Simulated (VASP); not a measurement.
Output of a VASP run:

**OUTCAR**
```
 ion  position               nearest neighbor table
   1  0.000  0.000  0.000-
   2  0.500  0.500  0.500-   3 2.91   4 2.91   5 2.91   5 2.91   3 2.91   4 2.91
   3  0.500  0.000  0.500-   2 2.91   2 2.91
   4  0.000  0.500  0.500-   2 2.91   2 2.91
   5  0.500  0.500  0.000-   2 2.91   2 2.91
  LATTYP: Found a simple cubic cell.
 ALAT       =     5.8178391298
 Subroutine PRICEL returns:
 Original cell was already a primitive cell.
 Subroutine GETGRP returns: Found 48 space group operations
The static configuration has the point symmetry O_h .
The dynamic configuration has the point symmetry O_h .
 Subroutine INISYM returns: Found 48 space group operations
 Subroutine IBZKPT returns following result:
 Found     10 irreducible k-points:

 Following reciprocal coordinates:
            Coordinates               Weight
  0.000000  0.000000  0.000000      1.000000
  0.250000  0.000000  0.000000      6.000000
  0.500000  0.000000  0.000000      3.000000
  0.250000  0.250000  0.000000     12.000000
  0.500000  0.250000  0.000000     12.000000
  0.500000  0.500000  0.000000      3.000000
  0.250000  0.250000  0.250000      8.000000
  0.500000  0.250000  0.250000     12.000000
  0.500000  0.500000  0.250000      6.000000
  0.500000  0.500000  0.500000      1.000000
   k-points           NKPTS =     10   k-points in BZ     NKDIM =     10   number of bands    NBANDS=     26
   number of dos      NEDOS =    301   number of ions     NIONS =      5
   total plane-waves  NPLWV = 110592
   dimension x,y,z NGX =    48 NGY =   48 NGZ =   48
   dimension x,y,z NGXF=    96 NGYF=   96 NGZF=   96
   ions per type =               1   1   3
   PREC   = accura    normal or accurate (medium, high low for compatibility)
   ISTART =      0    job   : 0-new  1-cont  2-samecut
   ICHARG =      2    charge: 1-file 2-atom 10-const
   ISPIN  =      1    spin polarized calculation?
   LNONCOLLINEAR =      F non collinear calculations
   LSORBIT =      F    spin-orbit coupling
   INIWAV =      1    electr: 0-lowe 1-rand  2-diag
   ENCUT  =  520.0 eV  38.22 Ry    6.18 a.u.  10.82 10.82 10.82*2*pi/ulx,y,z
   NELM   =    100;   NELMIN=  2; NELMDL= -5     # of ELM steps
   EDIFF  = 0.1E-05   stopping-criterion for ELM
   LREAL  =      F    real-space projection
   NLSPLINE    = F    spline interpolate recip. space projectors
   LMAXMIX     =    4 max onsite mixed and CHGCAR
   VOSKOWN=      0    Vosko Wilk Nusair interpolation
   EDIFFG = -.2E-01   stopping-criterion for IOM
   NSW    =     60    number of steps for IOM
   NBLOCK =      1;   KBLOCK =     60    inner block; outer block
   IBRION =      2    ionic relax: 0-MD 1-quasi-New 2-CG
   NFREE  =      1    steps in history (QN), initial steepest desc. (CG)
   ISIF   =      3    stress and relaxation
   ISYM   =      2    0-nonsym 1-usesym 2-fastsym
   TEIN   =    0.0    initial temperature
   TEBEG  =    0.0;   TEEND  =   0.0 temperature during run
   SMASS  =  -3.00    Nose mass-parameter (am)
   PSTRESS=    0.0 pullay stress
   NELECT =      44.0000    total number of electrons
   EFERMI =   0.00;   METHOD = LEGACY
   ISMEAR =     0;   SIGMA  =   0.05  broadening in eV -4-tet -1-fermi 0-gaus
   IALGO  =     38    algorithm
   LDIAG  =      T    sub-space diagonalisation (order eigenvalues)
   IMIX   =      4    mixing-type and parameters
     AMIX     =   0.40;   BMIX     =  1.00
     AMIX_MAG =   1.60;   BMIX_MAG =  1.00
     AMIN     =   0.10
   GGA     = RE    functional components
   VOSKOWN =     0    Vosko Wilk Nusair interpolation
   LHFCALC =     F    Hartree Fock is set to
   LHFONE  =     F    Hartree Fock one center treatment
   AEXX    =    0.0000 exact exchange contribution
   IVDW    =     0    specifies the selected vdW correction
   LEPSILON=     F    determine dielectric tensor
   LRPA    =     F    only Hartree local field effects (RPA)
  energy-cutoff  :      520.00
  volume of cell :      196.92
      direct lattice vectors                 reciprocal lattice vectors
...
```

### OSZICAR
```
       N       E                     dE             d eps       ncg     rms          rms(c)
DAV:   1     0.414711676864E+03    0.41471E+03   -0.19327E+04   520   0.151E+03
DAV:   2     0.367621146918E+02   -0.37795E+03   -0.36927E+03   658   0.338E+02
DAV:   3    -0.149982657443E+02   -0.51760E+02   -0.49946E+02   582   0.137E+02
DAV:   4    -0.176367840216E+02   -0.26385E+01   -0.26329E+01   748   0.382E+01
DAV:   5    -0.176948862593E+02   -0.58102E-01   -0.58069E-01   622   0.483E+00    0.491E+00
DAV:   6    -0.166324445906E+02    0.10624E+01   -0.21903E+00   688   0.157E+01    0.353E+00
DAV:   7    -0.165913728079E+02    0.41072E-01   -0.87120E-01   746   0.510E+00    0.212E+00
DAV:   8    -0.166248115170E+02   -0.33439E-01   -0.11899E-01   644   0.288E+00    0.349E-01
DAV:   9    -0.166236441780E+02    0.11673E-02   -0.29256E-02   748   0.123E+00    0.174E-01
DAV:  10    -0.166254520003E+02   -0.18078E-02   -0.36683E-03   562   0.373E-01    0.771E-02
DAV:  11    -0.166256870221E+02   -0.23502E-03   -0.55994E-04   648   0.207E-01    0.132E-02
DAV:  12    -0.166257039381E+02   -0.16916E-04   -0.69319E-05   720   0.814E-02    0.524E-03
DAV:  13    -0.166257047340E+02   -0.79586E-06   -0.27877E-06   624   0.134E-02
   1 F= -.16625705E+02 E0= -.16625705E+02  d E =-.166257E+02
       N       E                     dE             d eps       ncg     rms          rms(c)
DAV:   1    -0.166380504144E+02   -0.12346E-01   -0.31390E-01   684   0.584E+00    0.619E-01
DAV:   2    -0.166281010216E+02    0.99494E-02   -0.21194E-02   666   0.136E+00    0.200E-01
DAV:   3    -0.166265336257E+02    0.15674E-02   -0.58788E-03   666   0.729E-01    0.954E-02
DAV:   4    -0.166264660156E+02    0.67610E-04   -0.27382E-04   746   0.147E-01    0.276E-02
DAV:   5    -0.166264553079E+02    0.10708E-04   -0.35166E-05   694   0.423E-02    0.121E-02
DAV:   6    -0.166264519200E+02    0.33879E-05   -0.26063E-06   462   0.168E-02    0.277E-03
DAV:   7    -0.166264512736E+02    0.64642E-06   -0.49717E-07   340   0.824E-03
   2 F= -.16626451E+02 E0= -.16626451E+02  d E =-.746540E-03
```

### OUTCAR
```
------------------------ aborting loop because EDIFF is reached ----------------------------------------
  FORCE on cell =-STRESS in cart. coord.  units (eV):
  Direction    XX          YY          ZZ          XY          YZ          ZX
  --------------------------------------------------------------------------------------
  Total        0.0580627      0.0580627      0.0580627      0.0000000      0.0000000     -0.0000000
  in kB        0.4697014      0.4697014      0.4697014      0.0000000      0.0000000     -0.0000000
  external PRESSURE =       0.4697014 kB  Pullay stress =       0.0000000 kB
  volume of cell :      198.06
      direct lattice vectors                 reciprocal lattice vectors
     5.829016767 -0.000000000 -0.000000000     0.171555520 -0.000000000 -0.000000000
     0.000000000  5.829016767 -0.000000000     0.000000000  0.171555520 -0.000000000
     0.000000000  0.000000000  5.829016767     0.000000000  0.000000000  0.171555520
 POSITION                                       TOTAL-FORCE (eV/Angst)
 -----------------------------------------------------------------------------------
      0.00000      0.00000      0.00000         0.000000     -0.000000      0.000000
      2.91451      2.91451      2.91451        -0.000000      0.000000      0.000000
      2.91451      0.00000      2.91451         0.000000     -0.000000      0.000000
      0.00000      2.91451      2.91451        -0.000000     -0.000000      0.000000
      2.91451      2.91451     -0.00000         0.000000     -0.000000      0.000000
 -----------------------------------------------------------------------------------
    total drift:                                0.000000     -0.000000     -0.000000
  FREE ENERGIE OF THE ION-ELECTRON SYSTEM (eV)
  ---------------------------------------------------
  free  energy   TOTEN  =       -16.6264512736 eV

  energy  without entropy=      -16.6264512736  energy(sigma->0) =      -16.62645127

 reached required accuracy - stopping structural energy minimisation
```
(Selected blocks of OUTCAR.)

POSCAR:
```
CsPbCl3
1
    5.8178391298     0.0000000000     0.0000000000
   -0.0000000000     5.8178391298     0.0000000000
   -0.0000000000    -0.0000000000     5.8178391298
Cs Pb Cl
1 1 3
Direct
  0.0000000000   0.0000000000   0.0000000000
  0.5000000000   0.5000000000   0.5000000000
  0.5000000000   0.0000000000   0.5000000000
  0.0000000000   0.5000000000   0.5000000000
  0.5000000000   0.5000000000   0.0000000000
```

**Question.** Write an INCAR and KPOINTS that could have produced this output.

**Answer.** One answer among several that fit: the input of the run itself, revPBE GGA, plane waves, VASP's PBE PAW potentials (set 64).

KPOINTS:
```
Automatic mesh
0
Gamma
4 4 4
0 0 0
```

### INCAR
```
SYSTEM = CsPbCl3
PREC = Accurate; ENCUT = 520; LREAL = .FALSE.
LASPH = .TRUE.
EDIFF = 1E-6; NELM = 100; ALGO = Normal
LMAXMIX = 4
ISMEAR = 0; SIGMA = 0.05
GGA = RE
IBRION = 2; NSW = 60; ISIF = 3
EDIFFG = -0.02
LWAVE = .FALSE.; LCHARG = .FALSE.
```

POTCAR, in this order: Cs_sv Pb_d Cl (PBE.64 set). Program: vasp_std.

The compound is CsPbCl3 in the cubic perovskite structure, the ideal cubic form; the compound distorts at low or room temperature. This run relaxes it. Symmetry was kept, so distortions that lower it aren't found. The start is the result of an earlier pass.
